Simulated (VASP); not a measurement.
These are PBE GGA, VASP's PBE PAW potentials (set 64) (plane waves; VASP 6.6.1) values and carry that method's errors.

VASP ran on this input.

File POSCAR:
```
SrTiO3
1.0
  3.9425509724   0.0000000000   0.0000000000
  0.0000000000   3.9425509724   0.0000000000
  0.0000000000   0.0000000000   3.9425509724
Sr Ti O
1 1 3
Direct
  0.0000000000   0.0000000000   0.0000000000
  0.5000000000   0.5000000000   0.5000000000
  0.5000000000   0.0000000000   0.5000000000
  0.0000000000   0.5000000000   0.5000000000
  0.5000000000   0.5000000000   0.0000000000
```

File KPOINTS:
```
Automatic
0
G
  7 7 7
0 0 0
```

INCAR:
```
# general
SYSTEM    =  SrTiO3
PREC      =  Accurate
ENCUT     =  520
LREAL     =  .FALSE.
LASPH     =  .TRUE.

# electronic loop
EDIFF     =  1E-8
NELM      =  100
ALGO      =  Normal
LMAXMIX   =  4

# smearing
ISMEAR    =  0
SIGMA     =  0.01

# functional
GGA       =  PE

# ions
IBRION    =  8
NSW       =  1

# output
LWAVE     =  .FALSE.
LCHARG    =  .FALSE.

# other
LEPSILON  =  .TRUE.
```

POTCAR, in this order: Sr_sv Ti_sv O (PBE.64 set). Program: vasp_std.

The resulting files:

### OUTCAR
```
 ion  position               nearest neighbor table
   1  0.000  0.000  0.000-   3 2.79   4 2.79   5 2.79   3 2.79   4 2.79   4 2.79   5 2.79   4 2.79
                             3 2.79   5 2.79   3 2.79   5 2.79   2 3.41   2 3.41   2 3.41   2 3.41
   2  0.500  0.500  0.500-   3 1.97   4 1.97   5 1.97   5 1.97   3 1.97   4 1.97   1 3.41   1 3.41
                             1 3.41   1 3.41   1 3.41   1 3.41   1 3.41   1 3.41
   3  0.500  0.000  0.500-   2 1.97   2 1.97   1 2.79   1 2.79   1 2.79   1 2.79
   4  0.000  0.500  0.500-   2 1.97   2 1.97   1 2.79   1 2.79   1 2.79   1 2.79
   5  0.500  0.500  0.000-   2 1.97   2 1.97   1 2.79   1 2.79   1 2.79   1 2.79
  LATTYP: Found a simple cubic cell.
 ALAT       =     3.9425509724
 Subroutine PRICEL returns:
 Original cell was already a primitive cell.
 Subroutine GETGRP returns: Found 48 space group operations
The static configuration has the point symmetry O_h .
The dynamic configuration has the point symmetry O_h .
 Subroutine INISYM returns: Found 48 space group operations
 Subroutine IBZKPT returns following result:
 Found     20 irreducible k-points:

 Following reciprocal coordinates:
            Coordinates               Weight
  0.000000  0.000000  0.000000      1.000000
  0.142857  0.000000  0.000000      6.000000
  0.285714  0.000000  0.000000      6.000000
  0.428571  0.000000  0.000000      6.000000
  0.142857  0.142857  0.000000     12.000000
  0.285714  0.142857  0.000000     24.000000
  0.428571  0.142857  0.000000     24.000000
  0.285714  0.285714  0.000000     12.000000
  0.428571  0.285714  0.000000     24.000000
  0.428571  0.428571  0.000000     12.000000
  0.142857  0.142857  0.142857      8.000000
  0.285714  0.142857  0.142857     24.000000
  0.428571  0.142857  0.142857     24.000000
  0.285714  0.285714  0.142857     24.000000
  0.428571  0.285714  0.142857     48.000000
  0.428571  0.428571  0.142857     24.000000
  0.285714  0.285714  0.285714      8.000000
  0.428571  0.285714  0.285714     24.000000
  0.428571  0.428571  0.285714     24.000000
  0.428571  0.428571  0.428571      8.000000
 Subroutine IBZKPT_HF returns following result:
   k-points           NKPTS =     20   k-points in BZ     NKDIM =     20   number of bands    NBANDS=     24
   number of dos      NEDOS =    301   number of ions     NIONS =      5
   total plane-waves  NPLWV =  27000
   dimension x,y,z NGX =    30 NGY =   30 NGZ =   30
   dimension x,y,z NGXF=    60 NGYF=   60 NGZF=   60
   ions per type =               1   1   3
   PREC   = accura    normal or accurate (medium, high low for compatibility)
   ISTART =      0    job   : 0-new  1-cont  2-samecut
   ICHARG =      2    charge: 1-file 2-atom 10-const
   ISPIN  =      1    spin polarized calculation?
   LNONCOLLINEAR =      F non collinear calculations
   LSORBIT =      F    spin-orbit coupling
   INIWAV =      1    electr: 0-lowe 1-rand  2-diag
   ENCUT  =  520.0 eV  38.22 Ry    6.18 a.u.   7.33  7.33  7.33*2*pi/ulx,y,z
   NELM   =    100;   NELMIN=  2; NELMDL= -5     # of ELM steps
   EDIFF  = 0.1E-07   stopping-criterion for ELM
   LREAL  =      F    real-space projection
   NLSPLINE    = F    spline interpolate recip. space projectors
   LMAXMIX     =    4 max onsite mixed and CHGCAR
   VOSKOWN=      0    Vosko Wilk Nusair interpolation
   EDIFFG = 0.1E-06   stopping-criterion for IOM
   NSW    =      1    number of steps for IOM
   NBLOCK =      1;   KBLOCK =      1    inner block; outer block
   IBRION =      8    ionic relax: 0-MD 1-quasi-New 2-CG
   NFREE  =      0    steps in history (QN), initial steepest desc. (CG)
   ISIF   =      2    stress and relaxation
   ISYM   =      2    0-nonsym 1-usesym 2-fastsym
   TEIN   =    0.0    initial temperature
   TEBEG  =    0.0;   TEEND  =   0.0 temperature during run
   SMASS  =  -3.00    Nose mass-parameter (am)
   PSTRESS=    0.0 pullay stress
   NELECT =      40.0000    total number of electrons
   EFERMI =   0.00;   METHOD = LEGACY
...
```

### OSZICAR
```
...
RMM:  18    -0.295817908822E+00    0.15277E-05    0.76398E-07  4696   0.772E-04    0.267E-04
RMM:  19    -0.295816259026E+00    0.16498E-05   -0.33204E-07  4662   0.636E-04    0.119E-04
RMM:  20    -0.295815133330E+00    0.11257E-05   -0.92296E-08  4596   0.505E-04    0.201E-05
RMM:  21    -0.295814895253E+00    0.23808E-06   -0.44079E-07  4743   0.413E-04    0.307E-05
RMM:  22    -0.295814741976E+00    0.15328E-06   -0.35552E-07  4683   0.334E-04    0.345E-05
RMM:  23    -0.295814981361E+00   -0.23939E-06   -0.46394E-07  4215   0.295E-04    0.617E-05
RMM:  24    -0.295814939269E+00    0.42093E-07   -0.29337E-07  4351   0.247E-04    0.503E-05
RMM:  25    -0.295815096074E+00   -0.15681E-06   -0.27895E-07  4389   0.217E-04    0.681E-05
RMM:  26    -0.295815027433E+00    0.68641E-07   -0.33332E-07  4270   0.192E-04    0.634E-05
RMM:  27    -0.295815005966E+00    0.21466E-07   -0.31805E-07  3718   0.171E-04    0.635E-05
RMM:  28    -0.295815014117E+00   -0.81502E-08   -0.23485E-07  3223   0.160E-04    0.716E-05
 Linear response progress:
  Degree of freedom:   2/  4
       N       E                     dE             d eps       ncg     rms          rms(c)
RMM:   1    -0.810173621323E+00   -0.81017E+00    0.41005E+00  2064   0.102E+02
RMM:   2    -0.782300896166E+00    0.27873E-01   -0.17859E-01  3218   0.317E+00    0.273E-01
RMM:   3    -0.779306562018E+00    0.29943E-02   -0.29653E-02  3815   0.818E-01    0.143E-01
RMM:   4    -0.779164779815E+00    0.14178E-03   -0.13514E-02  4212   0.402E-01    0.330E-02
RMM:   5    -0.779899860340E+00   -0.73508E-03   -0.15512E-03  4389   0.151E-01    0.165E-02
RMM:   6    -0.780501246755E+00   -0.60139E-03   -0.24076E-04  4269   0.655E-02    0.480E-03
RMM:   7    -0.780660440642E+00   -0.15919E-03   -0.80434E-05  4376   0.339E-02    0.163E-03
RMM:   8    -0.780666567304E+00   -0.61267E-05   -0.37275E-05  4413   0.197E-02    0.101E-03
RMM:   9    -0.780684654456E+00   -0.18087E-04   -0.24021E-05  4522   0.121E-02    0.589E-04
RMM:  10    -0.780685744262E+00   -0.10898E-05   -0.15926E-05  4489   0.802E-03    0.231E-04
RMM:  11    -0.780680576530E+00    0.51677E-05   -0.13661E-05  4642   0.561E-03    0.203E-04
RMM:  12    -0.780683063781E+00   -0.24873E-05   -0.98709E-06  4386   0.415E-03    0.136E-04
RMM:  13    -0.780685336273E+00   -0.22725E-05   -0.95448E-06  4399   0.322E-03    0.421E-05
RMM:  14    -0.780685742913E+00   -0.40664E-06   -0.75126E-06  4641   0.257E-03    0.470E-05
RMM:  15    -0.780685793100E+00   -0.50187E-07   -0.61611E-06  4684   0.212E-03    0.512E-05
RMM:  16    -0.780686364543E+00   -0.57144E-06   -0.53971E-06  4125   0.184E-03    0.134E-05
RMM:  17    -0.780686242977E+00    0.12157E-06   -0.48750E-06  4652   0.157E-03    0.125E-05
RMM:  18    -0.780686479514E+00   -0.23654E-06   -0.42541E-06  4202   0.139E-03    0.823E-06
RMM:  19    -0.780686535079E+00   -0.55565E-07   -0.39353E-06  4330   0.125E-03    0.361E-06
RMM:  20    -0.780686504623E+00    0.30456E-07   -0.36650E-06  4656   0.113E-03    0.928E-06
RMM:  21    -0.780686550988E+00   -0.46365E-07   -0.31268E-06  4128   0.103E-03    0.334E-05
RMM:  22    -0.780686628330E+00   -0.77342E-07   -0.30152E-06  4298   0.947E-04    0.529E-05
RMM:  23    -0.780686684850E+00   -0.56520E-07   -0.28957E-06  4259   0.877E-04    0.605E-05
RMM:  24    -0.780686710142E+00   -0.25292E-07   -0.26974E-06  4204   0.820E-04    0.669E-05
RMM:  25    -0.780686777065E+00   -0.66923E-07   -0.26231E-06  4062   0.773E-04    0.812E-05
RMM:  26    -0.780686813654E+00   -0.36590E-07   -0.24379E-06  4074   0.729E-04    0.843E-05
RMM:  27    -0.780686854611E+00   -0.40957E-07   -0.23834E-06  3743   0.686E-04    0.945E-05
RMM:  28    -0.780686896753E+00   -0.42142E-07   -0.22327E-06  3748   0.651E-04    0.105E-04
RMM:  29    -0.780686922873E+00   -0.26119E-07   -0.22186E-06  3026   0.617E-04    0.114E-04
RMM:  30    -0.780686953221E+00   -0.30349E-07   -0.20473E-06  4592   0.591E-04    0.116E-04
RMM:  31    -0.780686986587E+00   -0.33366E-07   -0.20748E-06  2478   0.558E-04    0.121E-04
 Linear response progress:
  Degree of freedom:   3/  4
       N       E                     dE             d eps       ncg     rms          rms(c)
RMM:   1    -0.374131750587E+00   -0.37413E+00    0.22961E-01  5829   0.304E+00
RMM:   2    -0.366717752514E+00    0.74140E-02   -0.19662E-02  5558   0.547E-01    0.200E-01
RMM:   3    -0.368457211494E+00   -0.17395E-02   -0.28468E-03  5947   0.209E-01    0.116E-01
RMM:   4    -0.370261857591E+00   -0.18046E-02   -0.98391E-04  5833   0.148E-01    0.238E-02
RMM:   5    -0.370263667781E+00   -0.18102E-05   -0.29162E-04  7032   0.589E-02    0.929E-03
RMM:   6    -0.370293225235E+00   -0.29557E-04   -0.10254E-04  7397   0.307E-02    0.422E-03
RMM:   7    -0.370280691751E+00    0.12533E-04   -0.47135E-05  7256   0.195E-02    0.276E-03
RMM:   8    -0.370306138590E+00   -0.25447E-04   -0.21740E-05  7209   0.136E-02    0.103E-03
RMM:   9    -0.370299810115E+00    0.63285E-05   -0.26303E-05  7255   0.974E-03    0.587E-04
RMM:  10    -0.370303024963E+00   -0.32148E-05   -0.12522E-05  7555   0.708E-03    0.657E-04
RMM:  11    -0.370303464190E+00   -0.43923E-06   -0.28181E-06  7772   0.502E-03    0.106E-03
RMM:  12    -0.370303276227E+00    0.18796E-06   -0.38044E-06  7304   0.370E-03    0.157E-03
RMM:  13    -0.370304380654E+00   -0.11044E-05   -0.20524E-07  7245   0.272E-03    0.170E-03
RMM:  14    -0.370303092822E+00    0.12878E-05    0.70540E-07  7135   0.219E-03    0.198E-03
RMM:  15    -0.370302295440E+00    0.79738E-06    0.50491E-07  7272   0.167E-03    0.203E-03
RMM:  16    -0.370302068843E+00    0.22660E-06   -0.58111E-07  7662   0.128E-03    0.202E-03
 Linear response progress:
  Degree of freedom:   4/  4
       N       E                     dE             d eps       ncg     rms          rms(c)
RMM:   1    -0.382542507347E+00   -0.38254E+00    0.25127E-01  3962   0.360E+00
RMM:   2    -0.371251340009E+00    0.11291E-01   -0.22941E-02  3577   0.894E-01    0.171E-01
RMM:   3    -0.373919981797E+00   -0.26686E-02   -0.76752E-03  3638   0.369E-01    0.930E-02
RMM:   4    -0.376166775117E+00   -0.22468E-02   -0.29787E-03  3776   0.239E-01    0.339E-02
RMM:   5    -0.376638779425E+00   -0.47200E-03   -0.59145E-04  4354   0.988E-02    0.102E-02
RMM:   6    -0.376676927644E+00   -0.38148E-04   -0.17369E-04  4395   0.442E-02    0.488E-03
RMM:   7    -0.376664813511E+00    0.12114E-04   -0.45867E-05  4279   0.235E-02    0.151E-03
RMM:   8    -0.376652029408E+00    0.12784E-04   -0.20721E-05  4352   0.130E-02    0.637E-04
RMM:   9    -0.376654099215E+00   -0.20698E-05   -0.19761E-05  4504   0.725E-03    0.469E-04
RMM:  10    -0.376655670476E+00   -0.15713E-05   -0.11249E-05  4357   0.432E-03    0.145E-04
RMM:  11    -0.376654823161E+00    0.84732E-06   -0.92637E-06  4422   0.256E-03    0.104E-04
RMM:  12    -0.376654856757E+00   -0.33596E-07   -0.25045E-06  4432   0.154E-03    0.861E-05
RMM:  13    -0.376654889445E+00   -0.32688E-07   -0.18582E-06  4617   0.975E-04    0.950E-05
RMM:  14    -0.376654625602E+00    0.26384E-06   -0.33883E-07  4317   0.650E-04    0.149E-04
RMM:  15    -0.376654901395E+00   -0.27579E-06    0.12427E-08  4019   0.473E-04    0.515E-05
RMM:  16    -0.376655001519E+00   -0.10012E-06    0.17297E-07  4612   0.326E-04    0.522E-05
RMM:  17    -0.376655094963E+00   -0.93444E-07    0.36118E-07  4543   0.233E-04    0.484E-05
RMM:  18    -0.376655231953E+00   -0.13699E-06    0.43828E-07  4072   0.183E-04    0.297E-05
RMM:  19    -0.376655301308E+00   -0.69354E-07    0.34080E-07  4589   0.139E-04    0.256E-05
RMM:  20    -0.376655431478E+00   -0.13017E-06    0.42228E-07  3973   0.115E-04    0.217E-05
RMM:  21    -0.376655485991E+00   -0.54513E-07    0.32993E-07  4081   0.973E-05    0.279E-05
RMM:  22    -0.376655466667E+00    0.19324E-07    0.34617E-07  4288   0.753E-05    0.238E-05
 Linear response finished
```

### OUTCAR
```
------------------------ aborting loop because EDIFF is reached ----------------------------------------

 HEAD OF MICROSCOPIC STATIC DIELECTRIC TENSOR (INDEPENDENT PARTICLE, excluding Hartree and local field effects)
 ------------------------------------------------------
           6.464162     0.000000    -0.000000
           0.000000     6.464162    -0.000000
           0.000000     0.000000     6.464162
 ------------------------------------------------------

 MACROSCOPIC STATIC DIELECTRIC TENSOR (including local field effects in DFT)
 ------------------------------------------------------
           6.356535    -0.000000    -0.000000
           0.000000     6.356535    -0.000000
           0.000000     0.000000     6.356535
 ------------------------------------------------------

 PIEZOELECTRIC TENSOR (including local field effects)  for field in x, y, z        (e  Angst)
          XX          YY          ZZ          XY          YZ          ZX
  --------------------------------------------------------------------------------
  x     0.00000     0.00000     0.00000     0.00000     0.00000     0.00000
  y     0.00000     0.00000     0.00000     0.00000     0.00000     0.00000
  z     0.00000     0.00000     0.00000     0.00000     0.00000     0.00000

 PIEZOELECTRIC TENSOR (including local field effects)  for field in x, y, z        (C/m^2)
          XX          YY          ZZ          XY          YZ          ZX
  --------------------------------------------------------------------------------
  x     0.00000     0.00000     0.00000     0.00000     0.00000     0.00000
  y     0.00000     0.00000     0.00000     0.00000     0.00000     0.00000
  z     0.00000     0.00000     0.00000     0.00000     0.00000     0.00000

 BORN EFFECTIVE CHARGES (including local field effects) (in |e|, cummulative output)
 ---------------------------------------------------------------------------------
 ion    1
    1     2.54778     0.00000     0.00000
    2    -0.00000     2.54778     0.00000
    3     0.00000    -0.00000     2.54778
 ion    2
    1     7.39093    -0.00000     0.00000
    2     0.00000     7.39093     0.00000
    3     0.00000     0.00000     7.39093
 ion    3
    1    -2.02590     0.00000    -0.00000
    2    -0.00000    -5.88692     0.00000
    3    -0.00000    -0.00000    -2.02590
 ion    4
    1    -5.88692    -0.00000     0.00000
    2     0.00000    -2.02590     0.00000
    3     0.00000    -0.00000    -2.02590
 ion    5
    1    -2.02590     0.00000    -0.00000
    2     0.00000    -2.02590     0.00000
    3     0.00000    -0.00000    -5.88692

   1 f  =   15.263743 THz    95.904923 2PiTHz  509.143650 cm-1    63.125739 meV
             X         Y         Z           dx          dy          dz
      0.000000  0.000000  0.000000    -0.036761   -0.000936    0.000000
      1.971275  1.971275  1.971275     0.068965    0.001756   -0.000000
      1.971275  0.000000  1.971275    -0.419698    0.020381    0.000000
      0.000000  1.971275  1.971275     0.800595   -0.010684   -0.000000
      1.971275  1.971275  0.000000    -0.419698   -0.010684    0.000000

   2 f  =   15.263743 THz    95.904923 2PiTHz  509.143650 cm-1    63.125739 meV
             X         Y         Z           dx          dy          dz
      0.000000  0.000000  0.000000    -0.000000    0.000000    0.036772
      1.971275  1.971275  1.971275     0.000000   -0.000000   -0.068987
      1.971275  0.000000  1.971275    -0.000000   -0.000000    0.419834
      0.000000  1.971275  1.971275     0.000000    0.000000    0.419834
      1.971275  1.971275  0.000000    -0.000000    0.000000   -0.800854

   3 f  =   15.263743 THz    95.904923 2PiTHz  509.143650 cm-1    63.125739 meV
             X         Y         Z           dx          dy          dz
      0.000000  0.000000  0.000000     0.000936   -0.036761   -0.000000
      1.971275  1.971275  1.971275    -0.001756    0.068965   -0.000000
      1.971275  0.000000  1.971275     0.010684    0.800595    0.000000
      0.000000  1.971275  1.971275    -0.020381   -0.419698    0.000000
      1.971275  1.971275  0.000000     0.010684   -0.419698   -0.000000

   4 f  =    7.030268 THz    44.172476 2PiTHz  234.504494 cm-1    29.074839 meV
             X         Y         Z           dx          dy          dz
      0.000000  0.000000  0.000000    -0.000000    0.000000   -0.000000
      1.971275  1.971275  1.971275     0.000000   -0.000000   -0.000000
      1.971275  0.000000  1.971275    -0.588496   -0.000000   -0.377843
      0.000000  1.971275  1.971275     0.000000   -0.104439    0.377843
      1.971275  1.971275  0.000000     0.588496    0.104439    0.000000

   5 f  =    7.030268 THz    44.172476 2PiTHz  234.504494 cm-1    29.074839 meV
             X         Y         Z           dx          dy          dz
      0.000000  0.000000  0.000000    -0.000000   -0.000000    0.000000
      1.971275  1.971275  1.971275     0.000000    0.000000    0.000000
      1.971275  0.000000  1.971275     0.119892    0.000000    0.005879
      0.000000  1.971275  1.971275     0.000000   -0.696844   -0.005879
      1.971275  1.971275  0.000000    -0.119892    0.696844    0.000000

   6 f  =    7.030268 THz    44.172476 2PiTHz  234.504494 cm-1    29.074839 meV
             X         Y         Z           dx          dy          dz
      0.000000  0.000000  0.000000     0.000000    0.000000   -0.000000
      1.971275  1.971275  1.971275     0.000000   -0.000000    0.000000
      1.971275  0.000000  1.971275     0.373227   -0.000000   -0.597662
      0.000000  1.971275  1.971275    -0.000000    0.059172    0.597662
      1.971275  1.971275  0.000000    -0.373227   -0.059172   -0.000000

   7 f  =    4.367296 THz    27.440530 2PiTHz  145.677314 cm-1    18.061677 meV
             X         Y         Z           dx          dy          dz
      0.000000  0.000000  0.000000     0.006638    0.001763    0.698886
      1.971275  1.971275  1.971275    -0.006036   -0.001603   -0.635571
      1.971275  0.000000  1.971275    -0.002007   -0.000340   -0.211364
      0.000000  1.971275  1.971275    -0.001280   -0.000533   -0.211364
      1.971275  1.971275  0.000000    -0.002007   -0.000533   -0.134768

   8 f  =    4.367296 THz    27.440530 2PiTHz  145.677314 cm-1    18.061677 meV
...
```
(Selected blocks of OUTCAR.)

The dielectric response may not be converged in the k-mesh; for small gaps it tends to come out too large.

The compound is SrTiO3 in the cubic perovskite structure, the ideal cubic form; the compound distorts at low or room temperature. It was relaxed first.
